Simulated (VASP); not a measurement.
Here is the system:

```yaml
crystal:
  lattice:
    - [1.59915, -2.76982, 0.00000]
    - [1.59915, 2.76982, 0.00000]
    - [0.00000, 0.00000, 5.16694]
  atoms:
    - { symbol: Mg, position: [0.33333, 0.66667, 0.25000] }
    - { symbol: Mg, position: [0.66667, 0.33333, 0.75000] }
```

These are PBE GGA, VASP's PBE PAW potentials (set 64) (plane waves; VASP) values and carry that method's errors. Settings: 500 eV cut-off, 13×13×7 Γ-centred mesh, first-order Methfessel-Paxton smearing of 0.10 eV, potentials Mg.

### Question
What does the run give for the energy per atom (σ→0), band gap (on the k-mesh) with the smallest direct gap where there is one?

### Answer

| Item | Value |
|---|---|
| band gap (on the k-mesh) | none (metal, semimetal or under 0.01 eV) |
| energy per atom (σ→0) | -1.501 eV/atom |

Total energies compare only between runs with the same potentials, cut-off and functional.

The compound is Mg in the hcp structure. It was relaxed first.
